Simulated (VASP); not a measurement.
Here is a VASP 6.6.1 calculation.

Contents of POSCAR:

```
Co2PtO4
1.0
    2.8245398345      0.0000000000      0.0000000000
   -1.4122699173      2.4461232507      0.0000000000
    0.0000000000      0.0000000000     22.8788124025
O Co Pt
4 2 1
Direct
    0.0000000000      0.0000000000      0.3278142182
    0.6666666667      0.3333333333      0.4125836222
    0.6666666667      0.3333333333      0.5874163778
    0.3333333333      0.6666666667      0.6721857818
    0.3333333333      0.6666666667      0.3701989202
    0.0000000000      0.0000000000      0.6298010798
    0.6666666667      0.3333333333      0.5000000000
```

INCAR.step1

```
SYSTEM = Co2PtO4
PREC = Accurate
ENCUT = 520
EDIFF = 1E-7
ISMEAR = -1
SIGMA = 0.05
LREAL = .FALSE.
LASPH = .TRUE.
NELM = 100
ALGO = Normal
ISIF = 2
LWAVE = .FALSE.
LCHARG = .TRUE.
ISPIN = 2
MAGMOM = 0 0 0 0 2 -2 0
LMAXMIX = 4
LDAU = .TRUE.
LDAUTYPE = 2
LDAUL = -1 2 2
LDAUU = 0 8 8
LDAUJ = 0 0 0
LDAUPRINT = 1
LDIPOL = .TRUE.
IDIPOL = 3
DIPOL = 0.5 0.5 0.500
GGA = PE
```

Contents of KPOINTS.step1:

```
Automatic mesh
0
G
  8 8 1
  0 0 0
```

The input INCAR.step2:

```
SYSTEM = Co2PtO4
PREC = Accurate
ENCUT = 520
EDIFF = 1E-7
ISMEAR = -5
SIGMA = 0.05
LREAL = .FALSE.
LASPH = .TRUE.
NELM = 100
ALGO = Normal
ISIF = 2
LWAVE = .FALSE.
LCHARG = .FALSE.
ISPIN = 2
MAGMOM = 0 0 0 0 2 -2 0
LORBIT = 11
LMAXMIX = 4
LDAU = .TRUE.
LDAUTYPE = 2
LDAUL = -1 2 2
LDAUU = 0 8 8
LDAUJ = 0 0 0
LDAUPRINT = 1
LDIPOL = .TRUE.
IDIPOL = 3
DIPOL = 0.5 0.5 0.500
GGA = PE
NEDOS = 1001
ICHARG = 11
```

File KPOINTS.step2:

```
Automatic mesh
0
G
  12 12 1
  0 0 0
```

Potentials or basis: VASP PAW PBE potentials, release 64 (O, Co, Pt).

The run is started by

```console
$ cat potpaw_PBE.64/O/POTCAR potpaw_PBE.64/Co/POTCAR potpaw_PBE.64/Pt/POTCAR > POTCAR
$ cp INCAR.step1 INCAR
$ cp KPOINTS.step1 KPOINTS
$ mpirun -np 1 vasp_std > vasp.out
$ cp INCAR.step2 INCAR
$ cp KPOINTS.step2 KPOINTS
$ mpirun -np 1 vasp_std > vasp.out
```

Q: Estimate the net moment.

A: 0.00 μB per cell.

Q: Predict the site moments.

A: O +0.16, +0.15, -0.15, -0.16; Co +3.24, -3.24; Pt +0.00 μB.

States per cell in windows of 1 eV (zero at the Fermi level; states under -8 eV left out):
```tsv
from (eV)	up	down	Co5_d_down	Co6_d_up	Pt7_d_up	Pt7_d_down	O1_p_down	O4_p_up
-8.0	1.15	1.15	0.08	0.08	0.28	0.28	0.01	0.01
-7.0	1.93	1.93	0.18	0.18	0.59	0.59	0.03	0.03
-6.0	2.22	2.22	0.14	0.14	1.06	1.06	0.04	0.04
-5.0	2.69	2.69	0.61	0.61	0.67	0.67	0.18	0.18
-4.0	2.65	2.65	0.39	0.39	0.78	0.78	0.23	0.23
-3.0	2.88	2.88	0.28	0.28	0.52	0.52	0.40	0.40
-2.0	2.47	2.47	0.19	0.19	0.34	0.34	0.45	0.45
-1.0	2.26	2.26	0.06	0.06	0.10	0.10	0.27	0.27
0.0	0.55	0.55	0.01	0.01	0.07	0.07	0.00	0.00
1.0	0.42	0.42	0.16	0.16	0.13	0.13	0.01	0.01
2.0	1.58	1.58	0.96	0.96	0.12	0.12	0.19	0.19
3.0	1.43	1.42	1.02	1.02	0.07	0.07	0.11	0.11
4.0	1.09	1.09	0.84	0.84	0.01	0.01	0.09	0.09
5.0	0.00	0.00	0.00	0.00	0.00	0.00	0.00	0.00
```

 The state reached can hang on the start; a lower one may exist.
